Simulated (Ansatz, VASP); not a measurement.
# ClO: VASP beside Ansatz

Wanted: the spread between two codes on one cell, functional and k mesh. The cell is taken from a series of runs on this material, whose earlier steps may have relaxed, scaled, displaced or heated it; both programs get it as it stands.

Main program and level: Ansatz 0.2.0; plane waves, with VASP 6.6.1 beside it; zone-centre phonons at PBEsol.

## 1. Set-up

The structure is cubic, space group Pm-3m (No. 221). The conventional cell has a = 2.991 Å, b = 2.991 Å, c = 2.991 Å, α = 90.00°, β = 90.00°, γ = 90.00°. Nearest to Cl lie 8 O at 2.59 Å. O has 8 Cl at 2.59 Å nearest. Farther neighbours and most contacts between anions are not listed.

## 2. Ansatz: zone-centre phonons, PBEsol

Ansatz runs on its PAW soft_1 files.

Second derivatives magnify differences that forces hide, and they need a tight electronic threshold.

input.yaml

```yaml
crystal:
  lattice:
    - [2.991170926, 2.991170926, 0.0]
    - [2.991170926, 0.0, 2.991170926]
    - [2.991170926, 0.0, -2.991170926]
  atoms:
    - { symbol: Cl, position: [0.0, 0.0, 0.0] }
    - { symbol: Cl, position: [0.0, 0.5, 0.5] }
    - { symbol: O, position: [0.5, 0.25, 0.75], spin: 1.7 }
    - { symbol: O, position: [0.5, 0.75, 0.25], spin: -1.7 }
kpoints:
  mp_grid: { grid: [16, 16, 16] }
hamiltonian:
  xc: pbesol
  pseudopotentials: { kind: paw, azcp: { folder: soft_1 }, xc_functional: pbe }
scf:
  occupations: { method: gaussian, width: 0.15 }
output:
  eigenvalues: true
  populations: true
magnetization:
  spin_polarized: true
phonons:
  method: dfpt
```

Run with:

```sh
> ansatz run input.yaml --threads 4 --pin off --max-ram 10240MiB --backend cpu --events-out ev --progress --plain --runs-dir out
```

Numbers of over 12 decimals in the logs are rounded to 6 here.

Output:

```text
zone centre: on kpoints.mp_grid the ground state, and the responses unless they are solved on pairs of k-points, stand on 349 of the mesh's 4096 k-points, reduced under 8 symmetry operations, with k and −k counted as one. Each operation leaves every solved displacement unchanged or reverses it
Engine: ansatz 0.2.0, aarch64-unknown-linux-gnu
Pseudopotentials: kind: paw
Pseudopotential: Cl, paw, valence charge 7, recommended cutoff 420 eV (normal), soft_1/Cl.paw.azcp
Pseudopotential: O, paw, valence charge 6, recommended cutoff 420 eV (normal), soft_1/O.paw.azcp
Functional definition: PBEsol
  exchange = pbesol_x
  correlation = pbesol_c
Crystal: 4 atoms, lattice volume = 53.525 Å³
Basis set: ecut = 420 eV, 1037 PW (Γ), exchange–correlation on 60×60×60 points (8 copies of the dense FFT grid, shifted against one another)
Bands: 19, of which v1, the nominal top of the filled ones, is band 13 counted from 1 (12 counted from 0)
Symmetry: 48 space group operations
Space group: Fm-3m (ITA 225), of the structure as read, at distance tolerance 3.8e-5 Å
Magnetic group: BNS 225.121 (UNI 1623), of the structure as read, at distance tolerance 3.8e-5 Å
k-points: 145 of 4096
Non-local potential: Cl, projectors of the file, l = 0: 2, l = 1: 2, l = 2: 1
Non-local potential: O, projectors of the file, l = 0: 2, l = 1: 2, l = 2: 1
PAW form: soft (Blöchl's): semilocal exchange-correlation on the pseudo side does not see the compensation charge
PAW frozen core: Cl, regenerated for the run's functional, and the local potential with it (the file was generated under x = pbe(κ = 0.804, μ = 0.219515), c = pbe(β = 0.066725))
PAW frozen core: O, regenerated for the run's functional, and the local potential with it (the file was generated under x = pbe(κ = 0.804, μ = 0.219515), c = pbe(β = 0.066725))
PAW one-centre angular grid: Cl, 110 points (default); XC on 64 Gauss nodes
PAW one-centre angular grid: O, 110 points (default); XC on 64 Gauss nodes
Starting moments: Σ|m| = 3.4 μB on 2 of 4 sites
Starting magnetic order: antiferromagnet; a translation exchanges its spin sublattices: spin-degenerate at every k-point
Initial wavefunctions: pseudopotential atomic-orbital guess
Functional: x = pbesol(κ = 0.804, μ = 0.123457), c = pbesol(β = 0.046)
SCF 1 converged in 10 iterations: F = -3232.215933 eV  dr2 = 3.14e-10
  greatest PAW one-centre occupation: 0.927 electrons in one spin orbital (limit 2), on the Cl atom at site 1 (counted from 0), in its partial waves of l = 0
a single point of the input's cell can leave the moments in the input for a lower state (scf.lower_state_search): this run first made a single point of its cell. This run's own SCFs start from the density of the state that the single point found, with the moments in the input. The single point stayed on the moments in the input.
k-points: 349 of 4096 (irreducible under 8 space group operations, time reversal used)
Initial density: read from a saved state, or passed on in memory by an earlier SCF of this step, an earlier step, the calling program or the single point that the run made first
Starting moments: Σ|m| = 3.4 μB on 2 of 4 sites; this step starts from the density that it was given
iter 1 solved again at ethr=7.77e-7 eV; its pass at ethr=3.10e-3 eV (dr2=2.02e-4 eV) is discarded
SCF iter   1: F=—  HF=-3232.215932 eV  |F-HF|=—  |Δ(HF+E_count)|=         —  Δρ=2.17e-6 (↑2.17e-6 ↓2.17e-6)  dr2=6.50e-9  dr2_m=4.10e-10  M=0.000 μB ∫|m|=3.432 μB  β_m=0.30  ethr=7.77e-7  ⟨swp⟩=3.0  Hψ=54364  notcnv=0
eigensolver tolerance schedule: the retry pair's looser diagonalisation over-reported the residual by 31086.05 of it (diagonalisation noise at an unbounded share of the residual, at the tolerance the schedule requests for it); recorded, not acted on — ethr = c·dr2/N_el stays at c = 1.0e-1
preconditioner: auto → Kerker (q_TF=auto, 2.419 Å⁻¹)  [metal: Δε(μ)=0.010 eV  Ē_g=12.955 eV  σ=0.150 eV  W_gap=0.04  n_scr=14 (ndim 8)  ℏωp=25.9 eV  f_vac=0.000  D(μ)=2.15/eV (n_scr^D=14)]
spin=Collinear: Kerker preconditioning applied to the charge; magnetization (m = ρ↑ − ρ↓) channel mixes plain (no charge-response kernel on spin).
SCF iter   2: F=—  HF=-3232.215933 eV  |F-HF|=—  |Δ(HF+E_count)|=   8.69e-7  Δρ=1.44e-6 (↑1.44e-6 ↓1.44e-6)  dr2=3.83e-9  dr2_m=1.68e-10  M=0.000 μB ∫|m|=3.432 μB  β_m=0.24  ethr=2.50e-11  ⟨swp⟩=3.7  Hψ=16554  notcnv=0
SCF iter   3: F=—  HF=-3232.215933 eV  |F-HF|=—  |Δ(HF+E_count)|=  3.93e-10  Δρ=5.61e-7 (↑5.61e-7 ↓5.61e-7)  dr2=5.54e-10  dr2_m=1.16e-11  M=0.000 μB ∫|m|=3.432 μB  β_m=0.26  ethr=1.47e-11  ⟨swp⟩=1.0  Hψ=6631  notcnv=0
SCF iter   4: F=—  HF=-3232.215933 eV  |F-HF|=—  |Δ(HF+E_count)|=  6.78e-11  Δρ=2.93e-7 (↑2.93e-7 ↓2.93e-7)  dr2=1.37e-10  dr2_m=1.93e-12  M=0.000 μB ∫|m|=3.432 μB  β_m=0.63  ethr=2.13e-12  ⟨swp⟩=1.0  Hψ=6631  notcnv=0
SCF iter   5: F=-3232.215933 eV  HF=-3232.215933 eV  |F-HF|=4.55e-13  |Δ(HF+E_count)|=  3.82e-11  Δρ=3.30e-8 (↑3.30e-8 ↓3.30e-8)  dr2=1.06e-12  dr2_m=2.57e-13  M=0.000 μB ∫|m|=3.432 μB  ethr=1.00e-12  ⟨swp⟩=4.7  Hψ=35304  notcnv=0
SCF 2 converged in 5 iterations: F = -3232.215933 eV  dr2 = 1.06e-12
DFPT response loops at Γ: preconditioner auto → Kerker (q_TF=auto, 2.419 Å⁻¹) (partly filled bands, converged f_vac=0.000); β = 1.00, the filter's whole step (`scf.mixing.beta` (0.30) is not read by the response loops under this deck's `scf.mixing.preconditioner`; to damp them name `kerker` or `kerker_dos`, under which they read `scf.mixing.beta`, and type it under 1.00, their step now; both keys bind the ground state too); Broyden in place of MSR1
SCF converged after 5 iterations
Magnetization: 0.0000 μB (13.0000 up, 13.0000 down)
Absolute magnetization: 3.4303 μB (∫|ρ↑−ρ↓|, with the PAW one-centre terms)
Spin contamination: 1.8492 ħ² per cell (⟨S²⟩ above its minimum at these occupations)
Per-site moments (μB) at R_I (Å): [(4.1889968582804556e-17, 1.068552), (-4.188996858280455e-17, 1.068552), (1.543663, 1.068552), (-1.543663, 1.068552)]
Free energy (F): -3232.215933 eV
Harris-Foulkes:  -3232.215933 eV  (|F-HF|=4.55e-13)
Internal energy: -3232.191727 eV  (E = F + TS)
E sigma→0 (E₀):  -3232.203830 eV
Entropy (-TS):   -0.024206 eV (-6.052 meV/atom)
Fermi energy:    5.055884 eV
--- Per-component energies (eV) ---
  E_band       = -45.227382
  E_kinetic    = 619.771732
  E_local      = -852.924117  (includes V_loc(G=0)·N_el)
  E_nonlocal   = 170.633629
  E_hartree    = 253.264820
  E_xc         = -346.133450
  E_vxc        = -402.843786  (∫ρ·V_xc dr)
  E_paw        = -1591.740667  (= ΣΔE_a)
  E_vpaw       = -86.396124  (= ΣTr[D̂ρ^β])
  E_aug_tail   = 0.001633  (compensation charges beyond the density's cutoff)
  E_ewald      = -1485.292747
  E_core_change = 0.227440  (= ΣΔE_core)
  E_smearing   = -0.024206  (= −TS)
  E_closure    = 0.000000  (closes the sum)
  Σ components = -3232.215933   (vs F -3232.215933, Δ=0.00e0)
--- Band table (eV; the first three rows and the last of 698) ---
  k-point 0 ↑: bands = [... 9 lower, 1.7393, 2.8125, 2.8125, 2.8125, 6.2891, 6.2891, 6.2891, 13.8652, ... 2 higher]
  k-point 1 ↑: bands = [... 9 lower, 1.8597, 2.8395, 2.8395, 3.0136, 6.1783, 6.2724, 6.2724, 13.9704, ... 2 higher]
  k-point 2 ↑: bands = [... 9 lower, 2.1054, 2.9379, 2.9379, 3.4809, 5.8758, 6.2248, 6.2248, 14.2790, ... 2 higher]
  k-point 348 ↓: bands = [... 9 lower, 3.0753, 4.6004, 4.6609, 4.6609, 5.1507, 6.0065, 6.0065, 14.8735, ... 2 higher]
--- Phonons (Γ-DFPT): 3 representative perturbations + reference, on 349 of 4096 k-points (Σ response iterations 9) ---
  k mesh reduced under 8 symmetry operations, with k and −k counted as one. Each operation leaves every solved displacement unchanged or reverses it
  ASR residual: 2.485e-5 → 0.000e0 eV/Å²; symmetrization residual: 4.872e-7 eV/Å²
  ASR residual per site (eV/Å²): 2.49e-5 2.49e-5 7.82e-7 2.56e-7
  Γ frequencies (cm⁻¹): -240.98 -240.98 -240.98 -202.50 -202.50 -202.50 0.00 0.00 0.00 173.31 173.31 173.31
  non-analytic LO–TO correction: not included (Born effective charges unavailable; polar crystals: no LO–TO splitting at Γ)
--- Löwdin populations: 4 sites ---
  site symbol       q [e]    m [muB]
     0     Cl      6.7952     0.0000
     1     Cl      6.7952     0.0000
     2      O      6.1659     1.5907
     3      O      6.1659    -1.5907
  spilling = 0.002991 (of n_electrons = 26.000000)
```

(Continued in part 2 of 2.)

[Lines on the potential files, build, host, timing and source positions are cut from VASP's logs without a mark.]

[Logs are printed without paths, hosts, clocks, repeated set-up lines and the standing remarks that a program may print on its own settings, such as how far it seeks lower states.]

[Hosts, paths, dates, database ids (printed as entryN), source tags and the programs' standing remarks are cut or masked in the printed files.]
